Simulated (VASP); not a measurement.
Given:

```
CELL_PARAMETERS angstrom
      0.00000     2.28028     2.28028
      2.28028     0.00000     2.28028
      2.28028     2.28028     0.00000
ATOMIC_POSITIONS crystal
  Hf 0.00000 0.00000 0.00000
  N  0.50000 0.50000 0.50000
```

All values below come from rev-vdW-DF2, VASP's PBE PAW potentials (set 64) (plane waves; VASP). Numerical set-up: 520 eV cut-off, 14×14×14 Γ-centred mesh, first-order Methfessel-Paxton smearing of 0.10 eV, potentials Hf_pv N.

Give the stress tensor in GPa (positive for a compressed cell).

```
-7.76   0.00   0.00
 0.00  -7.76   0.00
 0.00   0.00  -7.76
```
The pressure is its mean diagonal, -7.76 GPa.

The compound is HfN in the rock salt structure. This cell is one point of a volume scan, at 1.03 of the reference volume. The electron count is odd and the run is not spin-polarised, which forces a metal.
